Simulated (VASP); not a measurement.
Data:

```
V
1.0
   -1.52767     1.52767     1.52767
    1.52767    -1.52767     1.52767
    1.52767     1.52767    -1.52767
V
1
Direct
  0.00000   0.00000   0.00000
```

Method: PBE GGA, VASP's PBE PAW potentials (set 64) (plane waves; VASP). Run with 520 eV cut-off, 17×17×17 Γ-centred mesh, first-order Methfessel-Paxton smearing of 0.10 eV, potentials V_sv.

What does the run give for the energy per atom (σ→0), pressure, band gap (on the k-mesh) with the smallest direct gap where there is one?

| Property | Value |
|---|---|
| band gap (on the k-mesh) | none (metal, semimetal or under 0.01 eV) |
| energy per atom (σ→0) | -8.967 eV/atom |
| pressure | -9.15 GPa |

The absolute energy has meaning only against runs of the same code, potentials and settings.

The compound is V in the bcc structure. This cell is one point of a volume scan, at 1.06 of the reference volume. The run is not spin-polarised, so no magnetic state was tried.
